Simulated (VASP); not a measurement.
Method: PBE GGA, VASP's PBE PAW potentials (set 64) (plane waves; VASP).

A VASP calculation is set up with these files.

POSCAR:
```
Gd
1.0
  1.7999737869  -3.1176458343   0.0000000000
  1.7999737869   3.1176458343   0.0000000000
  0.0000000000   0.0000000000   5.6244175421
Gd
2
Cartesian
  1.7999737869   1.0392173565   1.4061043855
  1.7999737869  -1.0392173565   4.2183131566
```

KPOINTS:
```
Automatic mesh
0
Gamma
10 10 6
0 0 0
```

**INCAR**
```
ALGO = Normal
EDIFF = 1E-7
EDIFFG = -0.01
ENCUT = 480
GGA = PE
IBRION = 2
ISIF = 2
ISMEAR = 1
LASPH = .TRUE.
LCHARG = .FALSE.
LMAXMIX = 6
LREAL = .FALSE.
LWAVE = .FALSE.
NELM = 100
NSW = 30
PREC = Accurate
SIGMA = 0.1
SYSTEM = Gd
```

POTCAR, in this order: Gd_3 (PBE.64 set). Program: vasp_std.

The resulting files:

### OSZICAR
```
       N       E                     dE             d eps       ncg     rms          rms(c)
DAV:   1     0.388524756069E+02    0.38852E+02   -0.86925E+03  1456   0.116E+03
DAV:   2    -0.744531491403E+01   -0.46298E+02   -0.45236E+02  1616   0.229E+02
DAV:   3    -0.910830409537E+01   -0.16630E+01   -0.15928E+01  1974   0.269E+01
DAV:   4    -0.913618739964E+01   -0.27883E-01   -0.27646E-01  1691   0.360E+00
DAV:   5    -0.913711661512E+01   -0.92922E-03   -0.92877E-03  2130   0.504E-01    0.235E+01
DAV:   6    -0.913917223885E+01   -0.20556E-02   -0.20915E-02  1631   0.118E+00    0.141E+01
DAV:   7    -0.914826194731E+01   -0.90897E-02   -0.37917E-02  1551   0.158E+00    0.215E-01
DAV:   8    -0.914794486025E+01    0.31709E-03   -0.21754E-03  1706   0.351E-01    0.622E-02
DAV:   9    -0.914795233397E+01   -0.74737E-05   -0.21850E-04  1815   0.109E-01    0.358E-02
DAV:  10    -0.914794667412E+01    0.56599E-05   -0.30607E-05  1698   0.394E-02    0.397E-02
DAV:  11    -0.914794830294E+01   -0.16288E-05   -0.48606E-06  1661   0.159E-02    0.334E-03
DAV:  12    -0.914794841437E+01   -0.11143E-06   -0.30171E-07  1770   0.376E-03    0.403E-03
DAV:  13    -0.914794834001E+01    0.74363E-07   -0.19873E-08   908   0.118E-03
   1 F= -.91479483E+01 E0= -.91485991E+01  d E =-.914795E+01
```

File OUTCAR:
```
------------------------ aborting loop because EDIFF is reached ----------------------------------------
  FORCE on cell =-STRESS in cart. coord.  units (eV):
  Direction    XX          YY          ZZ          XY          YZ          ZX
  --------------------------------------------------------------------------------------
  Total        0.7058735      0.7058734      0.8054955      0.0000000     -0.0000000      0.0000000
  in kB       17.9158320     17.9158295     20.4443447      0.0000000     -0.0000000      0.0000000
  external PRESSURE =      18.7586688 kB  Pullay stress =       0.0000000 kB
  volume of cell :       63.12
      direct lattice vectors                 reciprocal lattice vectors
     1.799973787 -3.117645834  0.000000000     0.277781823 -0.160377421  0.000000000
     1.799973787  3.117645834  0.000000000     0.277781823  0.160377421  0.000000000
     0.000000000  0.000000000  5.624417542     0.000000000  0.000000000  0.177796188
 POSITION                                       TOTAL-FORCE (eV/Angst)
 -----------------------------------------------------------------------------------
      1.79997      1.03922      1.40610         0.000000      0.000000      0.000000
      1.79997     -1.03922      4.21831        -0.000000     -0.000000      0.000000
 -----------------------------------------------------------------------------------
    total drift:                                0.000003      0.000112     -0.000010
  FREE ENERGIE OF THE ION-ELECTRON SYSTEM (eV)
  ---------------------------------------------------
  free  energy   TOTEN  =        -9.1479483400 eV

  energy  without entropy=       -9.1499005511  energy(sigma->0) =       -9.14859908

 reached required accuracy - stopping structural energy minimisation
```
(Selected blocks of OUTCAR.)

The 4f electrons are frozen in the core of the lanthanide potential, so 4f levels, which can set the real gap, and their magnetism are missing.

The compound is Gd in the hcp structure. This cell was strained or had an atom moved on purpose.
